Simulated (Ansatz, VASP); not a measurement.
# NbAu2: VASP beside Ansatz, part 2 of 2

One calculation is typed for both programs; each brings its own data sets. How far apart do they land? The cell is taken from a series of runs on this material, whose earlier steps may have relaxed, scaled, displaced or heated it; both programs get it as it stands.

VASP 6.6.1 and Ansatz 0.2.0.

So far: The structure; VASP: relaxation of cell and atoms, PBEsol.

## Step 3: Ansatz: relaxation of cell and atoms, PBEsol

Level of this step: Ansatz beside VASP: Kohn-Sham DFT, plane waves, PBEsol (Ansatz).

Ansatz runs on its PAW soft_1 files.

The same cell, functional, mesh and smearing now go to Ansatz, which takes its cutoff from its data sets.

Contents of input.yaml:

```yaml
crystal:
  lattice:
    - [4.6208327756, 0.0, 0.0]
    - [-2.3104163878, 4.0017585703, 0.0]
    - [0.0, 0.0, 2.7291162566]
  atoms:
    - { symbol: Nb, position: [0.0, 0.0, 0.0] }
    - { symbol: Au, position: [0.3333333333, 0.6666666667, 0.5] }
    - { symbol: Au, position: [0.6666666667, 0.3333333333, 0.5] }
kpoints:
  mp_grid: { grid: [6, 6, 9] }
hamiltonian:
  xc: pbesol
  pseudopotentials: { kind: paw, azcp: { folder: soft_1 }, xc_functional: pbe }
scf:
  occupations: { method: methfessel_paxton, width: 0.2 }
output:
  forces: true
  stress: true
  eigenvalues: true
relax:
  adjacent_minimum: "off"
  f_tol: 0.001
  max_steps: 60
  cell: { stress_tol: 0.01 }
```

Command:

```console
ansatz run input.yaml --threads 4 --pin off --max-ram 12288MiB --backend cpu --events-out ev --progress --plain --runs-dir out
```

Numbers of over 12 decimals in the logs are rounded to 6 here.

The program printed:

```text
Engine: ansatz 0.2.0, aarch64-unknown-linux-gnu
Pseudopotentials: kind: paw
Pseudopotential: Nb, paw, valence charge 13, recommended cutoff 420 eV (normal), soft_1/Nb.paw.azcp
Pseudopotential: Au, paw, valence charge 19, recommended cutoff 420 eV (normal), soft_1/Au.paw.azcp
Functional definition: PBEsol
  exchange = pbesol_x
  correlation = pbesol_c
Crystal: 3 atoms, lattice volume = 50.465 Å³
Basis set: ecut = 420 eV, 975 PW (Γ), exchange–correlation on 64×64×40 points (8 copies of the dense FFT grid, shifted against one another)
Bands: 31, of which v1, the nominal top of the filled ones, is band 26 counted from 1 (25 counted from 0)
Symmetry: 24 space group operations
Space group: P6/mmm (ITA 191), of the structure as read, at distance tolerance 3.7e-5 Å
k-points: 35 of 324
Non-local potential: Nb, projectors of the file, l = 0: 3, l = 1: 2, l = 2: 2, l = 3: 1
Non-local potential: Au, projectors of the file, l = 0: 3, l = 1: 2, l = 2: 2, l = 3: 1
PAW form: soft (Blöchl's): semilocal exchange-correlation on the pseudo side does not see the compensation charge
PAW frozen core: Nb, regenerated for the run's functional, and the local potential with it (the file was generated under x = pbe(κ = 0.804, μ = 0.219515), c = pbe(β = 0.066725))
PAW frozen core: Au, regenerated for the run's functional, and the local potential with it (the file was generated under x = pbe(κ = 0.804, μ = 0.219515), c = pbe(β = 0.066725))
PAW one-centre angular grid: Nb, 590 points (default); XC on 64 Gauss nodes
PAW one-centre angular grid: Au, 590 points (default); XC on 64 Gauss nodes
Initial density: superposition of atomic densities (chi_scale 0.1, normalization cell, long waves kept (reshape's long-wave potential 0.00 eV rms))
Initial wavefunctions: pseudopotential atomic-orbital guess
Functional: x = pbesol(κ = 0.804, μ = 0.123457), c = pbesol(β = 0.046)
SCF iter   1: F=—  HF=-30522.662841 eV  |F-HF|=—  |Δ(HF+E_count)|=         —  Δρ=2.53e-1  dr2=6.93e1  ethr=3.10e-3  ⟨swp⟩=4.6  Hψ=3568  notcnv=0
preconditioner: auto → Kerker (q_TF=auto, 2.733 Å⁻¹)  [metal: Δε(μ)=0.038 eV  Ē_g=6.245 eV  σ=0.200 eV  W_gap=0.16  n_scr=14 (ndim 8)  ℏωp=27.2 eV  f_vac=0.000  D(μ)=2.71/eV (n_scr^D=26)]
SCF iter   2: F=—  HF=-30517.058792 eV  |F-HF|=—  |Δ(HF+E_count)|=    5.60e0  S|Δr|=    0.00e0  Δρ=1.35e-1  dr2=2.21e1  ethr=3.10e-3  ⟨swp⟩=2.6  Hψ=2265  notcnv=0  defer=4
preconditioner: auto → none  [insulator: Δε(μ)=0.195 eV  Ē_g=6.529 eV  σ=0.200 eV  W_gap=0.67  n_scr=14 (ndim 8)  ℏωp=27.2 eV  f_vac=0.000  D(μ)=0.37/eV (n_scr^D=0)  ε∞_Penn≈18.3]
SCF iter   3: F=—  HF=-30514.073084 eV  |F-HF|=—  |Δ(HF+E_count)|=    2.99e0  S|Δr|=    0.00e0  Δρ=4.12e-2  dr2=2.08e0  ethr=3.10e-3  ⟨swp⟩=3.0  Hψ=1949  notcnv=0  defer=5
SCF iter   4: F=—  HF=-30513.758420 eV  |F-HF|=—  |Δ(HF+E_count)|=   3.15e-1  S|Δr|=    0.00e0  Δρ=1.00e-2  dr2=9.25e-2  ethr=3.10e-3  ⟨swp⟩=2.0  Hψ=1480  notcnv=0  defer=23
SCF iter   5: F=—  HF=-30513.742658 eV  |F-HF|=—  |Δ(HF+E_count)|=   1.58e-2  S|Δr|=    0.00e0  Δρ=2.17e-3  dr2=5.41e-3  ethr=1.81e-4  ⟨swp⟩=1.8  Hψ=1398  notcnv=0  defer=23
SCF iter   6: F=—  HF=-30513.741891 eV  |F-HF|=—  |Δ(HF+E_count)|=   7.67e-4  S|Δr|=    0.00e0  Δρ=7.58e-4  dr2=6.80e-4  ethr=1.06e-5  ⟨swp⟩=2.2  Hψ=1523  notcnv=0  defer=23
SCF iter   7: F=—  HF=-30513.741773 eV  |F-HF|=—  |Δ(HF+E_count)|=   1.18e-4  S|Δr|=    0.00e0  Δρ=1.42e-4  dr2=1.09e-5  ethr=1.33e-6  ⟨swp⟩=1.9  Hψ=1199  notcnv=0  defer=22
SCF iter   8: F=—  HF=-30513.741775 eV  |F-HF|=—  |Δ(HF+E_count)|=   1.64e-6  S|Δr|=    0.00e0  Δρ=5.35e-5  dr2=3.26e-6  ethr=2.14e-8  ⟨swp⟩=2.1  Hψ=1614  notcnv=0  defer=22
SCF iter   9: F=-30513.741774 eV  HF=-30513.741774 eV  |F-HF|=7.74e-8  |Δ(HF+E_count)|=   6.31e-7  S|Δr|=    0.00e0  Δρ=8.82e-6  dr2=8.93e-8  ethr=1.96e-10  ⟨swp⟩=6.7  Hψ=4485  notcnv=0
SCF 1 converged in 9 iterations: F = -30513.741774 eV  dr2 = 8.93e-8
  greatest PAW one-centre occupation: 1.000 electrons in one spin orbital (limit 2), on the Au atom at site 2 (counted from 0), in its partial waves of l = 0
relax step   1: F+E_penalty+E_count = -30513.74177388 eV  Δ(F+E_penalty+E_count) = +0.000e0 eV  max|allowed force component| = 7.401e-17 eV/Å  Δτ_max = 0.0000 Å  P = +0.357 GPa  Ω = 50.465 Å³  (9 SCF iters, dr2 threshold 1.00e-7 eV, accepted)
[...]
relax step   2: F+E_penalty+E_count = -30513.74136414 eV  Δ(F+E_penalty+E_count) = +4.097e-4 eV  max|allowed force component| = 9.252e-17 eV/Å  Δτ_max = 0.0000 Å  P = -0.759 GPa  Ω = 50.741 Å³  energy of the carried Pulay correction = -7.243e-5 eV  (5 SCF iters, dr2 threshold 3.00e-7 eV, rejected (line search))
[...]
relax step   3: F+E_penalty+E_count = -30513.74189667 eV  Δ(F+E_penalty+E_count) = -1.228e-4 eV  max|allowed force component| = 1.357e-16 eV/Å  Δτ_max = 0.0000 Å  P = -0.013 GPa  Ω = 50.555 Å³  energy of the carried Pulay correction = -2.353e-5 eV  (9 SCF iters, accepted)
[...]
relax step   4: F+E_penalty+E_count = -30513.74189781 eV  Δ(F+E_penalty+E_count) = -1.141e-6 eV  max|allowed force component| = 1.049e-16 eV/Å  Δτ_max = 0.0000 Å  P = -0.003 GPa  Ω = 50.553 Å³  energy of the carried Pulay correction = -2.282e-5 eV  (3 SCF iters, dr2 threshold 1.42e-9 eV, accepted)
[...]
relax step   5: F+E_penalty+E_count = -30513.74191965 eV  Δ(F+E_penalty+E_count) = -2.184e-5 eV  max|allowed force component| = 7.401e-17 eV/Å  Δτ_max = 0.0000 Å  P = -0.003 GPa  Ω = 50.553 Å³  stress off target by 5.95e-3 GPa  SCF on the basis re-selected at this cell (its energy is not comparable with the rows above)  (5 SCF iters)
basis re-selected at this cell: Δ(F+E_penalty+E_count) = -2.184e-5 eV, ΔP = -0.000 GPa vs the last step (what re-selecting the basis moved, of the pressure what is left beyond the Pulay correction that the steps carried, after the strain that the cell walked since its last selection, with what the two solves' SCF thresholds leave and, on support functions, any second-order correction that the steps lacked; it is no m [...]
SCF converged after 5 iterations
Stability not checked: this state was not tested for a lower state beside it, because cold or Methfessel-Paxton smearing, or corrected tetrahedra, fill the levels in a way that the test cannot read (fill_not_monotonic; see scf.lower_state_search)
Free energy (F): -30513.741920 eV
Harris-Foulkes:  -30513.741920 eV  (|F-HF|=0.00e0)
Internal energy: -30513.735446 eV  (E = F + TS)
E sigma→0 (E₀):  -30513.740301 eV
Entropy (-TS):   -0.006474 eV (-2.158 meV/atom)
Fermi energy:    20.840893 eV
--- Per-component energies (eV) ---
  E_band       = -480.487763
  E_kinetic    = 1525.610761
  E_local      = -4205.951833  (includes V_loc(G=0)·N_el)
  E_nonlocal   = 295.225932
  E_hartree    = 1769.510815
  E_xc         = -594.491090
  E_vxc        = -724.466428  (∫ρ·V_xc dr)
  E_paw        = -22203.776525  (= ΣΔE_a)
  E_vpaw       = -909.931017  (= ΣTr[D̂ρ^β])
  E_aug_tail   = 0.003186  (compensation charges beyond the density's cutoff)
  E_ewald      = -7100.674455
  E_core_change = 0.807763  (= ΣΔE_core)
  E_smearing   = -0.006474  (= −TS)
  E_closure    = 0.000000  (closes the sum)
  Σ components = -30513.741920   (vs F -30513.741920, Δ=0.00e0)
--- Forces (eV/Å), atoms counted from 1 ---
  atom   1  Nb     0.00000000     0.00000000     0.00000000
  atom   2  Au    -0.00000000    -0.00000000     0.00000000
  atom   3  Au     0.00000000     0.00000000    -0.00000000
  max |Σ_I F_I| component: 4.63e-17 eV/Å
--- Stress (GPa, compression-positive) ---
       -0.005953       0.000000      -0.000000
        0.000000      -0.005953       0.000000
       -0.000000       0.000000       0.001841
  P = ⅓ Tr σ = -0.0034 GPa (-0.034 kbar)
--- Band table (eV; the first three rows and the last of 35) ---
  k-point 0: bands = [... 22 lower, 17.5834, 18.6042, 18.7364, 18.7364, 23.7180, 23.7631, 23.7631, 26.9819, ... 1 higher]
  k-point 1: bands = [... 22 lower, 17.3625, 19.1507, 19.3665, 19.3665, 23.1685, 23.1685, 23.8184, 27.6714, ... 1 higher]
  k-point 2: bands = [... 22 lower, 16.8434, 20.5064, 20.5064, 20.6180, 22.2019, 22.2019, 24.1424, 27.2912, ... 1 higher]
  k-point 34: bands = [... 22 lower, 19.2244, 19.2244, 20.5186, 20.5186, 22.1245, 23.7353, 24.2749, 24.2749, ... 1 higher]
--- Relaxed structure (4 steps of the walk, 3 accepted, 1 SCFs on fresh bases) ---
  F+E_penalty+E_count = -30513.74191965 eV   max|allowed force component| = 7.401e-17 eV/Å   (the final SCF, on the basis selected at the relaxed cell)
  cell:  # Å, volume = 50.5530 Å³
    - [4.621720, 0.0, 0.0]
    - [-2.310860, 4.002527, 0.0]
    - [0.0, 0.0, 2.732807]
  atoms:
    - { symbol: Nb, position: [0, 0, 0.0] }
    - { symbol: Au, position: [0.333333, 0.666667, 0.500000] }
    - { symbol: Au, position: [0.666667, 0.333333, 0.500000] }
```

## Step 4: Comparison

Known differences besides the potentials themselves: the data sets hold 51 valence electrons in Ansatz (on its PAW soft_1 files) and 35 in VASP; the cutoff is 420 eV in Ansatz and 500 eV in VASP; Ansatz makes its cores anew for this functional, VASP keeps those of its PBE data sets; Ansatz adds a Pulay correction to the stress that steers its cell, VASP none. Total energies have different zeros and are not compared.

Both answers:

| quantity | Ansatz | VASP | difference |
| --- | --- | --- | --- |
| volume (Å³) | 50.55 | 50.44 | +0.22 % |
| edge a after relaxation, in the typed setting (Å) | 4.622 | 4.618 | +0.08 % |
| edge c after relaxation, in the typed setting (Å) | 2.733 | 2.731 | +0.05 % |

## Step 5: What came out

| Item | Value |
| --- | --- |
| difference in volume (relaxation of cell and atoms, PBEsol) | 0.22 % |

The difference in volume is 0.22 % (relaxation of cell and atoms, PBEsol), within the 1.2 % picked in this series as the mark of a large difference, as far as the stopping tolerances let one tell. The data sets hold unlike numbers of valence electrons (51 in Ansatz and 35 in VASP), so part of the differences comes from the potentials. Such differences can come from data sets, numerical settings and the points named under the comparisons, not from the functional's error against experiment.

[Lines on the potential files, build, host, timing and source positions are cut from VASP's logs without a mark.]

[Logs are printed without paths, hosts, clocks, repeated set-up lines and the standing remarks that a program may print on its own settings, such as how far it seeks lower states.]

[Hosts, paths, dates, database ids (printed as entryN), source tags and the programs' standing remarks are cut or masked in the printed files.]
